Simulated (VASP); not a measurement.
VASP ran on this input.

INCAR:
```
LCHARG=F
LWAVE=F
SIGMA=0.01
NELM=100   ! most electronic steps
ALGO=Normal
LASPH=T   ! aspherical one-centre terms
LREAL=F   ! projection in real space or not
ENCUT=520   ! plane-wave cut-off (eV)
ISMEAR=-1
SYSTEM=Be2C
GGA=PE   ! PBE
EDIFF=1E-6   ! SCF stop (eV)
ISIF=2   ! forces and stress, cell fixed
PREC=Accurate
```

**KPOINTS**
```
Automatic mesh
0
Gamma
8 8 8
0 0 0
```

POSCAR:
```
Be2C
1
    0.0000000000     2.1700000000     2.1700000000
    2.1700000000     0.0000000000     2.1700000000
    2.1700000000     2.1700000000     0.0000000000
Be C
2 1
Direct
  0.2500000000   0.2500000000   0.2500000000
  0.7500000000   0.7500000000   0.7500000000
  0.0000000000   0.0000000000   0.0000000000
```

POTCAR, in this order: Be C (PBE.64 set). Program: vasp_std.

**Question.** Translate this PBE calculation to Ansatz.

**Answer.** One equivalent input (not run):
Ansatz 0.2 input:
```yaml
crystal:
  lattice:
    - [0.0000000, 2.1700000, 2.1700000]
    - [2.1700000, 0.0000000, 2.1700000]
    - [2.1700000, 2.1700000, 0.0000000]
  atoms:
    - { symbol: Be, position: [0.2500000, 0.2500000, 0.2500000] }
    - { symbol: Be, position: [0.7500000, 0.7500000, 0.7500000] }
    - { symbol: C, position: [0.0000000, 0.0000000, 0.0000000] }
kpoints:
  mp_grid: { grid: [8, 8, 8] }
hamiltonian:
  xc: pbe
  pseudopotentials: { kind: paw }
scf:
  occupations: { method: fermi_dirac, width: 0.01 }
  max_iter: 100
output: { forces: true, stress: true, eigenvalues: true }
```
What does not carry over: each code has its own PAW files, so the cut-off isn't converted (ENCUT is set for VASP's; basis.ecutwfc is left out, and Ansatz then takes the one that its files recommend); Ansatz stops its SCF on the density residual and VASP on the energy change (EDIFF).

The compound is Be2C in the antifluorite structure. The cell was not relaxed at this level. The run is one of a series of settings (ISMEAR = -1, SIGMA = 0.01 against the base run), some of them coarse on purpose.
